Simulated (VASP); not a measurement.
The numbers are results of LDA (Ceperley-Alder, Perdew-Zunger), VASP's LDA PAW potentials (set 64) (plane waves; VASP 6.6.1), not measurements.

VASP ran on this input.

File KPOINTS:
```
Automatic mesh
0
Gamma
11 11 4
0 0 0
```

**INCAR**
```
SYSTEM = BN
PREC = Accurate; ENCUT = 520; LREAL = F
LASPH = T
EDIFF = 1E-7; NELM = 100; ALGO = Normal
ISMEAR = -5
ISIF = 2
LWAVE = F; LCHARG = T; LORBIT = 11
NEDOS = 601
```

File POSCAR:
```
BN
14.0585310
  0.1771096249   0.0000000000   0.0000000000
 -0.0885548124   0.1533814490   0.0000000000
  0.0000000000   0.0000000000   0.4999999940
B N
2 2
Cartesian
  0.0885549010   0.0511270985   0.3749999955
 -0.0000000886   0.1022543505   0.1249999985
  0.0000000000   0.0000000000   0.3749999955
  0.0000000000   0.0000000000   0.1249999985
```

POTCAR, in this order: B N (LDA.64 set). Program: vasp_std.

Question: What will the output report for the number of irreducible k-points (NKPTS), number of bands (NBANDS), largest plane-wave count, number of space-group operations, FFT grid (NGX, NGY, NGZ)?

Answer: 
| Item | Result |
|---|---|
| number of irreducible k-points (NKPTS) | 48 |
| number of bands (NBANDS) | 12 |
| largest plane-wave count | 1046 |
| number of space-group operations | 24 |
| FFT grid (NGX, NGY, NGZ) | 20 × 20 × 54 |

The structure comes from a computed database's BN entry (P6_3/mmc); how it stands against other phases isn't given here. It was relaxed first, which changed the volume by -6 %.
